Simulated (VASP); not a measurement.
Output of a VASP run:

OSZICAR:
```
       N       E                     dE             d eps       ncg     rms          rms(c)
DAV:   1     0.526046740361E+03    0.52605E+03   -0.19571E+04  2108   0.181E+03
DAV:   2     0.593399516361E+02   -0.46671E+03   -0.45566E+03  2412   0.502E+02
DAV:   3    -0.155754723237E+02   -0.74915E+02   -0.73747E+02  3180   0.215E+02
DAV:   4    -0.240853652904E+02   -0.85099E+01   -0.80897E+01  3664   0.608E+01
DAV:   5    -0.258024971568E+02   -0.17171E+01   -0.17161E+01  3890   0.206E+01    0.431E+00
DAV:   6    -0.257781951147E+02    0.24302E-01   -0.32562E+00  3694   0.100E+01    0.209E+00
DAV:   7    -0.257654507344E+02    0.12744E-01   -0.61313E-01  3720   0.529E+00    0.756E-01
DAV:   8    -0.257642126512E+02    0.12381E-02   -0.59412E-02  3652   0.157E+00    0.292E-01
DAV:   9    -0.257639382404E+02    0.27441E-03   -0.65917E-03  3576   0.579E-01    0.631E-02
DAV:  10    -0.257639689711E+02   -0.30731E-04   -0.65880E-04  3494   0.159E-01    0.268E-02
DAV:  11    -0.257639738528E+02   -0.48818E-05   -0.12049E-04  3816   0.719E-02    0.527E-03
DAV:  12    -0.257639752696E+02   -0.14168E-05   -0.23583E-05  2840   0.271E-02    0.294E-03
DAV:  13    -0.257639755272E+02   -0.25762E-06   -0.15641E-06  2128   0.125E-02
   1 F= -.25763976E+02 E0= -.25761184E+02  d E =-.558236E-02
```

### OUTCAR
```
------------------------ aborting loop because EDIFF is reached ----------------------------------------
  FORCE on cell =-STRESS in cart. coord.  units (eV):
  Direction    XX          YY          ZZ          XY          YZ          ZX
  --------------------------------------------------------------------------------------
  Total       -0.5637818     -0.5637816     -1.0406552     -0.0000000      0.0000000      0.0000000
  in kB       -6.6478693     -6.6478669    -12.2709526     -0.0000000      0.0000000      0.0000000
  external PRESSURE =      -8.5222296 kB  Pullay stress =       0.0000000 kB
  volume of cell :      135.87
      direct lattice vectors                 reciprocal lattice vectors
     4.606980000  0.000000000  0.000000000     0.217061936  0.125320790  0.000000000
    -2.303490000  3.989761000  0.000000000     0.000000000  0.250641580  0.000000000
     0.000000000  0.000000000  7.392238000     0.000000000  0.000000000  0.135277030
 POSITION                                       TOTAL-FORCE (eV/Angst)
 -----------------------------------------------------------------------------------
     -0.00000      2.65984      4.77539         0.000000      0.000000     -0.036043
      2.30349      1.32992      2.61685        -0.000000     -0.000000      0.036043
      0.00000      0.00000      3.69612         0.000000      0.000000      0.000000
      0.00000      0.00000      0.00000         0.000000      0.000000      0.000000
     -0.00000      2.65984      1.89056         0.000000     -0.000000      0.058683
      2.30349      1.32992      5.50167        -0.000000      0.000000     -0.058683
 -----------------------------------------------------------------------------------
    total drift:                               -0.000000      0.000000      0.000000
  FREE ENERGIE OF THE ION-ELECTRON SYSTEM (eV)
  ---------------------------------------------------
  free  energy   TOTEN  =       -25.7639755272 eV

  energy  without entropy=      -25.7583931671  energy(sigma->0) =      -25.76118435
```
(Selected blocks of OUTCAR.)

**POSCAR**
```
Li3LaBi2
1
    4.6069800000     0.0000000000     0.0000000000
   -2.3034900000     3.9897610000     0.0000000000
    0.0000000000     0.0000000000     7.3922380000
Li La Bi
3 1 2
Direct
  0.3333330000   0.6666670000   0.6460000000
  0.6666670000   0.3333330000   0.3540000000
  0.0000000000   0.0000000000   0.5000000000
  0.0000000000   0.0000000000   0.0000000000
  0.3333330000   0.6666670000   0.2557500000
  0.6666670000   0.3333330000   0.7442500000
```

Question: Write an INCAR and KPOINTS that could have produced this output.

Answer: This is not unique; one that fits is the input of the run itself, LDA (Ceperley-Alder, Perdew-Zunger), plane waves, VASP's LDA PAW potentials (set 64).

**INCAR**
```
! general
SYSTEM  = Li3LaBi2
PREC    = Accurate
ENCUT   = 400
LREAL   = .FALSE.
LASPH   = .TRUE.

! electronic loop
EDIFF   = 1E-6
NELM    = 100
ALGO    = Normal
LMAXMIX = 6

! smearing
ISMEAR  = 0
SIGMA   = 0.2

! ions
ISIF    = 2

! output
LWAVE   = .FALSE.
LCHARG  = .FALSE.
```

### KPOINTS
```
Automatic mesh
0
Gamma
8 8 4
0 0 0
```

POTCAR, in this order: Li_sv La Bi_d (LDA.64 set). Program: vasp_std.

At this cut-off the stress carries a Pulay error, which pulls relaxed volumes low.

The structure comes from a measured Li3LaBi2 entry of the Crystallography Open Database, whose conditions weren't checked. The cell was not relaxed at this level, and its volume differs by -5.9 % from the start's.
